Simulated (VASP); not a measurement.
Calculation: PBE GGA, VASP's PBE PAW potentials (set 64) (plane waves; VASP 6.6.1).

The input files of a VASP run:

**INCAR**
```
! general
SYSTEM  = FeSi
PREC    = Accurate
ENCUT   = 400
LREAL   = F
LASPH   = T

! electronic loop
EDIFF   = 1E-6
NELM    = 100
ALGO    = Normal
LMAXMIX = 4

! smearing
ISMEAR  = 0
SIGMA   = 0.05

! functional
GGA     = PE

! ions
IBRION  = 2
NSW     = 60
ISIF    = 3
EDIFFG  = -0.02

! output
LWAVE   = F
LCHARG  = F
```

**POSCAR**
```
FeSi
1.0
  4.4444129840   0.0000000000   0.0000000000
  0.0000000000   4.4444129840   0.0000000000
  0.0000000000   0.0000000000   4.4444129840
Fe Si
4 4
Cart
  3.8369646195   2.8296548565   1.6147581275
  1.6147581275   3.8369646195   2.8296548565
  0.6074483645   0.6074483645   0.6074483645
  2.8296548565   1.6147581275   3.8369646195
  0.7058050705   1.5164014215   2.9280115625
  2.9280115625   0.7058050705   1.5164014215
  3.7386079135   3.7386079135   3.7386079135
  1.5164014215   2.9280115625   0.7058050705
```

### KPOINTS
```
kpoints
0
Gamma
5 5 5
0 0 0
```

POTCAR, in this order: Fe Si (PBE.64 set). Program: vasp_std.

What VASP printed:

File OSZICAR:
```
       N       E                     dE             d eps       ncg     rms          rms(c)
DAV:   1     0.313804453332E+03    0.31380E+03   -0.16708E+04   638   0.150E+03
DAV:   2    -0.327035853051E+02   -0.34651E+03   -0.33555E+03   638   0.391E+02
DAV:   3    -0.653934104685E+02   -0.32690E+02   -0.30079E+02   954   0.128E+02
DAV:   4    -0.666244851476E+02   -0.12311E+01   -0.12103E+01   932   0.308E+01
DAV:   5    -0.666528791089E+02   -0.28394E-01   -0.28370E-01   964   0.391E+00    0.321E+01
DAV:   6    -0.718139330565E+02   -0.51611E+01   -0.23903E+02   952   0.169E+02    0.312E+01
DAV:   7    -0.590104165678E+02    0.12804E+02   -0.91227E+01   957   0.118E+02    0.902E+00
DAV:   8    -0.588752873949E+02    0.13513E+00   -0.35312E+00   766   0.148E+01    0.312E+00
DAV:   9    -0.587914255601E+02    0.83862E-01   -0.47102E-01   997   0.663E+00    0.124E+00
DAV:  10    -0.587828147622E+02    0.86108E-02   -0.13670E-02   796   0.117E+00    0.413E-01
DAV:  11    -0.587816211815E+02    0.11936E-02   -0.97519E-03   997   0.114E+00    0.149E-01
DAV:  12    -0.587815469666E+02    0.74215E-04   -0.27462E-04  1004   0.152E-01    0.572E-02
DAV:  13    -0.587815405838E+02    0.63828E-05   -0.62260E-05   994   0.637E-02    0.166E-02
DAV:  14    -0.587815397193E+02    0.86449E-06   -0.31843E-06   596   0.208E-02
   1 F= -.58781540E+02 E0= -.58781368E+02  d E =-.587815E+02
       N       E                     dE             d eps       ncg     rms          rms(c)
DAV:   1    -0.587829521670E+02   -0.14116E-02   -0.31639E-02   752   0.211E+00    0.311E-01
DAV:   2    -0.587833644472E+02   -0.41228E-03   -0.28385E-02   962   0.203E+00    0.306E-01
DAV:   3    -0.587818491065E+02    0.15153E-02   -0.11268E-02   962   0.123E+00    0.633E-02
DAV:   4    -0.587818081958E+02    0.40911E-04   -0.26168E-04   937   0.157E-01    0.128E-02
DAV:   5    -0.587818082121E+02   -0.16273E-07   -0.35117E-06   618   0.171E-02
   2 F= -.58781808E+02 E0= -.58781645E+02  d E =-.268493E-03
```

### OUTCAR
```
------------------------ aborting loop because EDIFF is reached ----------------------------------------
  FORCE on cell =-STRESS in cart. coord.  units (eV):
  Direction    XX          YY          ZZ          XY          YZ          ZX
  --------------------------------------------------------------------------------------
  Total       -0.0672846     -0.0672846     -0.0672846      0.0000000      0.0000000     -0.0000000
  in kB       -1.2259663     -1.2259663     -1.2259663      0.0000000      0.0000000     -0.0000000
  external PRESSURE =      -1.2259663 kB  Pullay stress =       0.0000000 kB
  volume of cell :       87.93
      direct lattice vectors                 reciprocal lattice vectors
     4.446816154 -0.000000000  0.000000000     0.224879996 -0.000000000  0.000000000
     0.000000000  4.446816154 -0.000000000     0.000000000  0.224879996 -0.000000000
    -0.000000000  0.000000000  4.446816154    -0.000000000  0.000000000  0.224879996
 POSITION                                       TOTAL-FORCE (eV/Angst)
 -----------------------------------------------------------------------------------
      3.83934      2.83089      1.61593         0.008462     -0.008462      0.008462
      1.61593      3.83934      2.83089         0.008462      0.008462     -0.008462
      0.60748      0.60748      0.60748        -0.008462     -0.008462     -0.008462
      2.83089      1.61593      3.83934        -0.008462      0.008462      0.008462
      0.70734      1.51607      2.93075         0.007145     -0.007145      0.007145
      2.93075      0.70734      1.51607         0.007145      0.007145     -0.007145
      3.73948      3.73948      3.73948        -0.007145     -0.007145     -0.007145
      1.51607      2.93075      0.70734        -0.007145      0.007145      0.007145
 -----------------------------------------------------------------------------------
    total drift:                                0.000002      0.000001     -0.000000
  FREE ENERGIE OF THE ION-ELECTRON SYSTEM (eV)
  ---------------------------------------------------
  free  energy   TOTEN  =       -58.7818082121 eV

  energy  without entropy=      -58.7814821027  energy(sigma->0) =      -58.78164516

 reached required accuracy - stopping structural energy minimisation
```
(Selected blocks of OUTCAR.)

### CONTCAR
```
FeSi
   1.00000000000000
     4.4468161541892606   -0.0000000000000000    0.0000000000000000
     0.0000000000000000    4.4468161541892606   -0.0000000000000000
    -0.0000000000000000    0.0000000000000000    4.4468161541892606
  Fe              Si
     4     4
Direct
     0.8633903453206510    0.6366096546793490    0.3633903453206510
     0.3633903453206510    0.8633903453206510    0.6366096546793490
     0.1366096546793491    0.1366096546793491    0.1366096546793491
     0.6366096546793490    0.3633903453206510    0.8633903453206510
     0.1590661058076342    0.3409338941923658    0.6590661058076341
     0.6590661058076341    0.1590661058076342    0.3409338941923658
     0.8409338941923659    0.8409338941923659    0.8409338941923659
     0.3409338941923658    0.6590661058076341    0.1590661058076342
```

**OUTCAR**
```
 val. band max:        9.7219030607   @ k =   0.2000   0.2000   0.0000

 cond. band min:       9.9035174214   @ k =   0.4000   0.2000   0.0000


 Fermi energy:         9.8132375776

 k-point     1 :       0.0000    0.0000    0.0000
  band No.  band energies     occupation
      1      -3.5157      2.00000
      2       1.8426      2.00000
      3       1.8426      2.00000
      4       1.8426      2.00000
      5       4.6795      2.00000
      6       4.6795      2.00000
      7       4.6795      2.00000
      8       6.2729      2.00000
      9       6.2729      2.00000
     10       6.2729      2.00000
     11       6.7659      2.00000
     12       6.9764      2.00000
     13       6.9764      2.00000
     14       7.3372      2.00000
     15       7.3372      2.00000
     16       7.3372      2.00000
     17       7.8812      2.00000
     18       7.8812      2.00000
     19       7.8812      2.00000
     20       9.4503      2.00000
     21       9.4503      2.00000
     22       9.4503      2.00000
     23       9.6927      1.99935
     24       9.6927      1.99935
     25      10.3950      0.00000
     26      10.3950      0.00000
     27      10.3950      0.00000
     28      12.7671      0.00000
     29      12.7671      0.00000

 k-point     2 :       0.2000    0.0000    0.0000
  band No.  band energies     occupation
      1      -3.2198      2.00000
      2       0.5284      2.00000
      3       2.0165      2.00000
      4       2.6975      2.00000
      5       4.0262      2.00000
      6       4.8492      2.00000
      7       5.2805      2.00000
      8       5.6656      2.00000
      9       5.7356      2.00000
     10       6.5803      2.00000
     11       7.0268      2.00000
     12       7.1314      2.00000
     13       7.2537      2.00000
     14       7.2995      2.00000
     15       7.3915      2.00000
     16       7.4269      2.00000
     17       7.7549      2.00000
     18       7.8054      2.00000
     19       8.1833      2.00000
...
```

The compound is FeSi in the B20 structure. This run relaxes it. Symmetry was kept, so distortions that lower it aren't found. The start is the result of an earlier pass. The run is not spin-polarised, so no magnetic state was tried.
